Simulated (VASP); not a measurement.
```yaml
crystal:
  lattice:
    - [0.00000, 2.85277, 2.85277]
    - [2.85277, 0.00000, 2.85277]
    - [2.85277, 2.85277, 0.00000]
  atoms:
    - { symbol: Eu, position: [0.00000, 0.00000, 0.00000] }
    - { symbol: S, position: [0.50000, 0.50000, 0.50000] }
```

All values below come from rev-vdW-DF2, VASP's PBE PAW potentials (set 64) (plane waves; VASP). Numerical set-up: 520 eV cut-off, 8×8×8 Γ-centred mesh, Gaussian smearing of 0.050 eV, potentials Eu_2 S.

The 4f electrons are frozen in the core of the lanthanide potential, so 4f levels, which can set the real gap, and their magnetism are missing.

### Question
Estimate the energy per atom (σ→0), pressure, band gap (on the k-mesh) with the smallest direct gap where there is one.

### Answer

- band gap (on the k-mesh): 1.69 eV
- smallest direct gap (on the k-mesh): 2.10 eV
- energy per atom (σ→0): -352.5 kJ/mol-atom
- pressure: 4.44 GPa

Only differences to runs with the same potentials and settings are physical.

The compound is EuS in the rock salt structure. This cell is one point of a volume scan, at 0.94 of the reference volume.
